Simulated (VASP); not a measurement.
Here is the system:

```xyz
5
Lattice="6.2008 0.0000 0.0000 0.0000 6.2008 0.0000 0.0000 0.0000 6.2008" Properties=species:S:1:pos:R:3 pbc="T T T"
Cs     0.0000     0.0000     0.0000
Sn     3.1004     3.1004     3.1004
I      3.1004     0.0000     3.1004
I      0.0000     3.1004     3.1004
I      3.1004     3.1004     0.0000
```

All values below come from PBE GGA with D3 dispersion (Becke-Johnson damping), VASP's PBE PAW potentials (set 64) (plane waves; VASP). Numerical set-up: 520 eV cut-off, Gaussian smearing of 0.050 eV, potentials Cs_sv Sn_d I.

Unless said otherwise, spin-orbit coupling is left out, though it shifts the bands of the heavy elements here.

Q: Estimate the band gap (along the path) with the smallest direct gap where there is one.

A: 
The band gap (along the path) comes out as 0.29 eV and the smallest direct gap (along the path) is 0.29 eV.

The compound is CsSnI3 in the cubic perovskite structure, the ideal cubic form; the compound distorts at low or room temperature. It was relaxed first.
